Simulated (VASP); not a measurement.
Here is the system:

```xyz
2
Lattice="0.0000 3.3660 3.3660 3.3660 0.0000 3.3660 3.3660 3.3660 0.0000" Properties=species:S:1:pos:R:3 pbc="T T T"
K      0.0000     0.0000     0.0000
Br     3.3660     3.3660     3.3660
```

These are PBE GGA, VASP's PBE PAW potentials (set 64) (plane waves; VASP 6.6.1) values and carry that method's errors. Settings: 520 eV cut-off, 6×6×6 Γ-centred mesh, Gaussian smearing of 0.050 eV, potentials K_sv Br.

### Question
Predict the energy per atom (σ→0), band gap (on the k-mesh) with the smallest direct gap where there is one.

### Answer

The band gap (on the k-mesh) is 4.28 eV, the smallest direct gap (on the k-mesh) is 4.28 eV and the energy per atom (σ→0) comes out as -3.112 eV/atom.

Total energies compare only between runs with the same potentials, cut-off and functional.

The compound is KBr in the rock salt structure. The cell was not relaxed at this level. The run is one of a series of settings (ENCUT = 520 against the base run), some of them coarse on purpose.
